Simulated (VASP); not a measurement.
Input:

```yaml
crystal:
  lattice:
    - [0.00000, 2.58464, 2.58464]
    - [2.58464, 0.00000, 2.58464]
    - [2.58464, 2.58464, 0.00000]
  atoms:
    - { symbol: Sr, position: [0.00000, 0.00000, 0.00000] }
    - { symbol: O, position: [0.50000, 0.50000, 0.50000] }
```

All values below come from r2SCAN meta-GGA, VASP's PBE PAW potentials (set 64) (plane waves; VASP). Settings: 520 eV cut-off, 8×8×8 Γ-centred mesh, Gaussian smearing of 0.050 eV, potentials Sr_sv O.

Predict the energy per atom (σ→0), band gap (on the k-mesh) with the smallest direct gap where there is one.

```yaml
band gap (on the k-mesh): 3.75 eV
smallest direct gap (on the k-mesh): 3.85 eV
energy per atom (σ→0): -13.528 eV/atom
```

The compound is SrO in the rock salt structure. It was relaxed first. The start is the result of an earlier pass.
